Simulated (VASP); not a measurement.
A convergence study with VASP on CdF2 (fluorite): one setting is varied, all else stays as given below, so the limit is that of these other settings.

```
CELL_PARAMETERS angstrom
      0.00000     2.69500     2.69500
      2.69500     0.00000     2.69500
      2.69500     2.69500     0.00000
ATOMIC_POSITIONS crystal
  Cd 0.00000 0.00000 0.00000
  F  0.25000 0.25000 0.25000
  F  0.75000 0.75000 0.75000
```

Computed with PBE GGA, VASP's PBE PAW potentials (set 64) (plane waves; VASP). The tightest run used: 700 eV cut-off, 16×16×16 Γ-centred mesh, Gaussian smearing of 0.050 eV, potentials Cd F.

| setting | E (eV/atom) | pressure (GPa) | irreducible k-points |
|---|---|---|---|
| 1×1×1 mesh | -1.8247 | 28.41 | 1 |
| 2×2×2 mesh | -3.5871 | 6.32 | 3 |
| 3×3×3 mesh | -3.6206 | 5.89 | 4 |

Task: These are the cheaper rows. Estimate the results at 16×16×16 mesh, and how far the last row shown lies from them.

Result: 
| quantity | tightest run | last row shown is off by |
|---|---|---|
| E (eV/atom) | -3.6232 | 0.0027 |
| pressure (GPa) | 5.87 | 0.03 |

Left out are rungs that failed or repeat a setting and relaxations that didn't move; long series are thinned to 24 rows.

The compound is CdF2 in the fluorite structure. The cell was not relaxed at this level.
